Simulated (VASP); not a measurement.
Here is the system:

```yaml
crystal:
  lattice:
    - [0.00000, 3.01072, 3.01072]
    - [3.01072, 0.00000, 3.01072]
    - [3.01072, 3.01072, 0.00000]
  atoms:
    - { symbol: In, position: [0.00000, 0.00000, 0.00000] }
    - { symbol: P, position: [0.25000, 0.25000, 0.25000] }
```

All values below come from PBE GGA, VASP's PBE PAW potentials (set 64) (plane waves; VASP). Run with 300 eV cut-off, 5×5×5 Γ-centred mesh, Fermi-Dirac smearing of 0.010 eV, potentials In_d P.

Unless said otherwise, spin-orbit coupling is left out, though it shifts the bands of the heavy elements here.

### Question
Give the energies of bands 7 to 12 at the high-symmetry points, in eV from the valence-band maximum.

### Answer

```tsv
band	Γ	X	U	L	W
7	0.00	-5.43	-5.30	-5.34	-5.30
8	0.00	-2.07	-2.94	-0.86	-2.63
9	0.00	-2.07	-1.72	-0.86	-2.57
10	0.26	1.88	2.37	1.29	4.04
11	4.07	2.25	4.21	4.78	4.28
12	4.07	8.73	7.27	4.78	5.35
```

The gap is direct, 0.26 eV, from the valence maximum at Γ to the conduction minimum at Γ.

The structure comes from a computed database's InP entry; how it stands against other phases isn't given here. The cell was not relaxed at this level.
